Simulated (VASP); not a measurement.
These are revPBE GGA, VASP's PBE PAW potentials (set 64) (plane waves; VASP) values and carry that method's errors.

VASP input:

**KPOINTS**
```
K-points
0
gamma
  12 12 7
0 0 0
```

POSCAR:
```
Lu
1
    1.7387742298    -3.0116453976     0.0000000000
    1.7387742298     3.0116453976     0.0000000000
    0.0000000000     0.0000000000     5.4323626688
Lu
2
Direct
  0.3333330000   0.6666670000   0.2500000000
  0.6666670000   0.3333330000   0.7500000000
```

### INCAR
```
EDIFF = 1E-7   ! SCF stop (eV)
ENCUT = 520   ! plane-wave cut-off (eV)
SIGMA = 0.1   ! width (eV)
ISIF = 4   ! ions and shape, fixed volume
SYSTEM = Lu
ISMEAR = 1
LWAVE = .False.
ALGO = Normal   ! blocked Davidson
LASPH = .True.   ! aspherical one-centre terms
NSW = 30   ! most ionic steps
EDIFFG = -0.01   ! ionic stop
GGA = RE   ! revPBE
IBRION = 2   ! conjugate gradients
LREAL = .False.
LMAXMIX = 6   ! l cut-off of mixed one-centre charges
NELM = 100
LCHARG = .False.
PREC = Accurate
```

POTCAR, in this order: Lu_3 (PBE.64 set). Program: vasp_std.

The resulting files:

OSZICAR:
```
       N       E                     dE             d eps       ncg     rms          rms(c)
DAV:   1     0.456308463994E+02    0.45631E+02   -0.86624E+03  3494   0.151E+03
DAV:   2    -0.586397296176E+01   -0.51495E+02   -0.50256E+02  3379   0.720E+02
DAV:   3    -0.820674091034E+01   -0.23428E+01   -0.22345E+01  3385   0.665E+01
DAV:   4    -0.832045201314E+01   -0.11371E+00   -0.10489E+00  3705   0.110E+01
DAV:   5    -0.832394690470E+01   -0.34949E-02   -0.34743E-02  3269   0.190E+00    0.262E+01
DAV:   6    -0.832140430595E+01    0.25426E-02   -0.32515E-02  3314   0.429E+00    0.156E+01
DAV:   7    -0.833520618409E+01   -0.13802E-01   -0.61575E-02  3229   0.568E+00    0.407E-01
DAV:   8    -0.833520587802E+01    0.30607E-06   -0.41262E-03  3262   0.876E-01    0.129E-01
DAV:   9    -0.833521993801E+01   -0.14060E-04   -0.20548E-04  3414   0.239E-01    0.300E-02
DAV:  10    -0.833521566565E+01    0.42724E-05   -0.22768E-05  3345   0.774E-02    0.350E-02
DAV:  11    -0.833521632588E+01   -0.66023E-06   -0.17542E-06  3304   0.195E-02    0.160E-03
DAV:  12    -0.833521653881E+01   -0.21293E-06   -0.56221E-08  1848   0.626E-03    0.983E-04
DAV:  13    -0.833521653083E+01    0.79779E-08   -0.20992E-08  1718   0.870E-03
   1 F= -.83352165E+01 E0= -.83349023E+01  d E =-.833522E+01
       N       E                     dE             d eps       ncg     rms          rms(c)
DAV:   1    -0.833551064924E+01   -0.29411E-03   -0.99770E-03  3079   0.144E+00    0.758E-02
DAV:   2    -0.833538069442E+01    0.12995E-03   -0.30005E-04  3339   0.258E-01    0.444E-02
DAV:   3    -0.833531349167E+01    0.67203E-04   -0.72026E-05  3774   0.114E-01    0.254E-02
DAV:   4    -0.833531333951E+01    0.15217E-06   -0.96998E-06  3420   0.292E-02    0.985E-03
DAV:   5    -0.833531327526E+01    0.64247E-07   -0.19533E-07  1880   0.111E-02
   2 F= -.83353133E+01 E0= -.83349931E+01  d E =-.967444E-04
       N       E                     dE             d eps       ncg     rms          rms(c)
DAV:   1    -0.833544030403E+01   -0.12696E-03   -0.58959E-03  3059   0.111E+00    0.580E-02
DAV:   2    -0.833536412487E+01    0.76179E-04   -0.17720E-04  3326   0.199E-01    0.342E-02
DAV:   3    -0.833532487789E+01    0.39247E-04   -0.42404E-05  3777   0.874E-02    0.196E-02
DAV:   4    -0.833532475404E+01    0.12384E-06   -0.57123E-06  3391   0.225E-02    0.760E-03
DAV:   5    -0.833532472052E+01    0.33525E-07   -0.99807E-08  1658   0.853E-03
   3 F= -.83353247E+01 E0= -.83350034E+01  d E =-.108190E-03
```

OUTCAR:
```
------------------------ aborting loop because EDIFF is reached ----------------------------------------
  FORCE on cell =-STRESS in cart. coord.  units (eV):
  Direction    XX          YY          ZZ          XY          YZ          ZX
  --------------------------------------------------------------------------------------
  Total        1.1564871      1.1564872      1.1686232      0.0000000      0.0000000      0.0000000
  in kB       32.5675892     32.5675913     32.9093499      0.0000000      0.0000000      0.0000000
  external PRESSURE =      32.6815101 kB  Pullay stress =       0.0000000 kB
  volume of cell :       56.89
      direct lattice vectors                 reciprocal lattice vectors
     1.741113766 -3.015697602 -0.000000000     0.287172504 -0.165799117 -0.000000000
     1.741113766  3.015697602  0.000000000     0.287172504  0.165799117 -0.000000000
     0.000000000  0.000000000  5.417773519     0.000000000 -0.000000000  0.184577668
 POSITION                                       TOTAL-FORCE (eV/Angst)
 -----------------------------------------------------------------------------------
      1.74111      1.00523      1.35444         0.000000     -0.000000      0.000000
      1.74111     -1.00523      4.06333        -0.000000      0.000000      0.000000
 -----------------------------------------------------------------------------------
    total drift:                               -0.000001      0.000068     -0.000011
  FREE ENERGIE OF THE ION-ELECTRON SYSTEM (eV)
  ---------------------------------------------------
  free  energy   TOTEN  =        -8.3353247205 eV

  energy  without entropy=       -8.3343607998  energy(sigma->0) =       -8.33500341

 reached required accuracy - stopping structural energy minimisation
```
(Selected blocks of OUTCAR.)

CONTCAR:
```
Lu
   1.00000000000000
     1.7411137659809091   -3.0156976022924806   -0.0000000000000000
     1.7411137659809091    3.0156976022924806    0.0000000000000000
     0.0000000000000000    0.0000000000000000    5.4177735193571417
  Lu
     2
Direct
     0.3333330000000032    0.6666669999999968    0.2500000000000000
     0.6666669999999968    0.3333330000000032    0.7500000000000000
```

File OUTCAR:
```
 val. band max:        3.0186387973   @ k =   0.4167   0.0000   0.4286

 cond. band min:       3.0436981743   @ k =   0.3333   0.1667   0.4286


 Fermi energy:         3.0282202582

 k-point     1 :       0.0000    0.0000    0.0000
  band No.  band energies     occupation
      1     -24.0142      2.00000
      2     -23.5511      2.00000
      3     -23.5511      2.00000
      4     -23.4579      2.00000
      5     -23.4579      2.00000
      6     -23.4173      2.00000
      7      -3.0860      2.00000
      8       0.5997      2.00000
      9       3.7845     -0.00000
     10       5.2628      0.00000
     11       5.2628      0.00000
     12       5.7478      0.00000
     13       6.0402      0.00000

 k-point     2 :       0.0833    0.0000    0.0000
  band No.  band energies     occupation
      1     -24.0021      2.00000
      2     -23.5745      2.00000
      3     -23.5593      2.00000
      4     -23.4829      2.00000
      5     -23.4609      2.00000
      6     -23.4233      2.00000
      7      -2.9164      2.00000
      8       0.7696      2.00000
      9       3.6522     -0.00000
     10       4.8255     -0.00000
     11       5.4234      0.00000
     12       5.8019      0.00000
     13       6.0724      0.00000

 k-point     3 :       0.1667    0.0000    0.0000
  band No.  band energies     occupation
      1     -23.9674      2.00000
      2     -23.6390      2.00000
      3     -23.5811      2.00000
      4     -23.5499      2.00000
      5     -23.4697      2.00000
      6     -23.4414      2.00000
      7      -2.4267      2.00000
      8       1.2352      2.00000
      9       3.3133     -0.00042
     10       4.1359     -0.00000
     11       5.2849      0.00000
     12       5.8066      0.00000
     13       5.8986      0.00000

 k-point     4 :       0.2500    0.0000    0.0000
  band No.  band energies     occupation
      1     -23.9149      2.00000
      2     -23.7276      2.00000
      3     -23.6379      2.00000
...
```

The compound is Lu in the hcp structure. This cell is one point of a volume scan, at 0.94 of the reference volume. Symmetry was kept, so distortions that lower it aren't found.
